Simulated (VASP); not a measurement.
Level of theory: PBE GGA, VASP's PBE PAW potentials (set 64) (plane waves; VASP).

VASP input:

**KPOINTS**
```
K-points
0
gamma
  22 22 6
0 0 0
```

### POSCAR
```
Be
1
    2.2627510000     0.0000000000     0.0000000000
   -1.1313750000     1.9595990000     0.0000000000
    0.0000000000     0.0000000000     7.2804150000
Be
4
Direct
  0.0000000000   0.0000000000   0.0000000000
  0.0000000000   0.0000000000   0.5000000000
  0.3333330000   0.6666670000   0.2500000000
  0.6666670000   0.3333330000   0.7500000000
```

**INCAR**
```
GGA  =  PE   # PBE
NELM  =  100   # most electronic steps
SIGMA  =  0.2
LREAL  =  .FALSE.
LWAVE  =  .FALSE.
PREC  =  Accurate
LCHARG  =  .FALSE.
ISMEAR  =  0   # Gaussian
ENCUT  =  300   # plane-wave cut-off (eV)
ISIF  =  2
LASPH  =  .TRUE.   # aspherical one-centre terms
EDIFF  =  1E-6   # SCF stop (eV)
ALGO  =  Normal   # blocked Davidson
SYSTEM  =  Be
```

POTCAR, in this order: Be (PBE.64 set). Program: vasp_std.

Problem. What will the output report for the number of irreducible k-points (NKPTS), largest plane-wave count, number of space-group operations, FFT grid (NGX, NGY, NGZ)?

Solution. 
```yaml
number of irreducible k-points (NKPTS): 208
largest_plane_wave_count: 411
number_of_space_group_operations: 24
FFT grid (NGX, NGY, NGZ): 14 × 14 × 42
```

The structure was generated: Be was put into an ordered model structure, which need not be its known phase. The cell was not relaxed at this level.
